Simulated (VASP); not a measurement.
Here is the system:

```xyz
4
Lattice="4.1333 0.0000 0.0000 0.0000 4.1333 0.0000 0.0000 0.0000 5.8307" Properties=species:S:1:pos:R:3 pbc="T T T"
Mg     2.0666     0.0000     4.2970
Mg     4.1333     2.0666     1.5337
Se     2.0666     2.0666     5.8307
S      0.0000     0.0000     2.9154
```

These are modified Becke-Johnson potential (mBJ), VASP's PBE PAW potentials (set 64) (plane waves; VASP 6.6.1) values and carry that method's errors. Run with 400 eV cut-off, 4×4×4 Γ-centred mesh, Gaussian smearing of 0.050 eV, potentials Mg Se S.

mBJ is a potential without an energy functional, so only the levels count.

Task: Give the energies of bands 3 to 11 at the high-symmetry points, in eV from the valence-band maximum.

Result: 
| band | Γ | X | M | Z | R | A |
|---|---|---|---|---|---|---|
| 3 | -2.61 | -2.42 | -2.65 | -1.70 | -2.97 | -2.27 |
| 4 | -1.21 | -2.04 | -2.65 | -1.56 | -2.73 | -2.27 |
| 5 | -1.21 | -1.45 | -1.22 | -1.03 | -0.86 | -1.62 |
| 6 | -0.14 | -1.22 | -1.03 | -1.03 | -0.47 | -1.62 |
| 7 | 0.00 | -0.88 | -1.03 | -0.26 | -0.41 | -1.38 |
| 8 | 0.00 | -0.05 | -0.89 | -0.26 | -0.03 | -1.13 |
| 9 | 4.17 | 6.81 | 4.59 | 5.81 | 5.54 | 6.28 |
| 10 | 4.88 | 6.93 | 4.96 | 5.99 | 5.80 | 6.34 |
| 11 | 6.12 | 7.10 | 6.13 | 6.91 | 7.88 | 8.12 |

The gap is direct, 4.17 eV, from the valence maximum at Γ to the conduction minimum at Γ.

The structure comes from a computed database's Mg2SeS entry (P-4m2); how it stands against other phases isn't given here. It was relaxed first. The cell's shape comes from a PBE relaxation.
